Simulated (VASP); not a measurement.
An input for Quantum ESPRESSO's pw.x (written as the equivalent of a VASP run, and not itself run):

```
&CONTROL
  calculation = 'scf'
  pseudo_dir = './pseudo'
  outdir = './out'
  tprnfor = .true.
  tstress = .true.
/
&SYSTEM
  ibrav = 0
  nat = 2
  ntyp = 2
  ecutwfc = 84
  occupations = 'smearing'
  smearing = 'gaussian'
  degauss = 0.003675
  input_dft = 'vdw-df-obk8'
/
&ELECTRONS
  conv_thr = 7.3e-09
  electron_maxstep = 100
/
ATOMIC_SPECIES
  B 10.810 B.upf
  As 74.922 As.upf
CELL_PARAMETERS angstrom
     0.0000000    2.3881475    2.3881475
     2.3881475    0.0000000    2.3881475
     2.3881475    2.3881475    0.0000000
ATOMIC_POSITIONS crystal
  B    0.0000000  0.0000000  0.0000000
  As   0.2500000  0.2500000  0.2500000
K_POINTS automatic
  9 9 9 0 0 0
```

Problem. Write the VASP files for the same calculation (optB88-vdW).

Solution. Several could match; the one computed here: 
File KPOINTS:
```
Automatic mesh
0
Gamma
9 9 9
0 0 0
```

**INCAR**
```
AGGAC=0.0
LWAVE=F
PARAM2=0.22
SIGMA=0.05   ! width (eV)
PARAM1=0.1833333333
ALGO=Normal   ! blocked Davidson
EDIFF=1E-7
PREC=Accurate
ISIF=2   ! forces and stress, cell fixed
ISMEAR=0   ! Gaussian
NELM=100
LASPH=T   ! aspherical one-centre terms
GGA=BO
ENCUT=520
LCHARG=F
SYSTEM=BAs
LUSE_VDW=T
LMAXMIX=4
LREAL=F
```

POSCAR:
```
BAs
1
    0.0000000000     2.3881474785     2.3881474785
    2.3881474785     0.0000000000     2.3881474785
    2.3881474785     2.3881474785     0.0000000000
B As
1 1
Direct
  0.0000000000   0.0000000000   0.0000000000
  0.2500000000   0.2500000000   0.2500000000
```

POTCAR, in this order: B As (PBE.64 set). Program: vasp_std.

The two are equivalent in intent, not identical: the potentials are each code's own (VASP's PAW set, PseudoDojo norm-conserving files in pw.x), so ENCUT and ecutwfc are chosen apart and not converted; conv_thr bounds pw.x's estimated SCF error, while EDIFF bounds the energy change between steps.

The compound is BAs in the zinc blende structure. This cell is one point of a volume scan, at 0.97 of the reference volume.
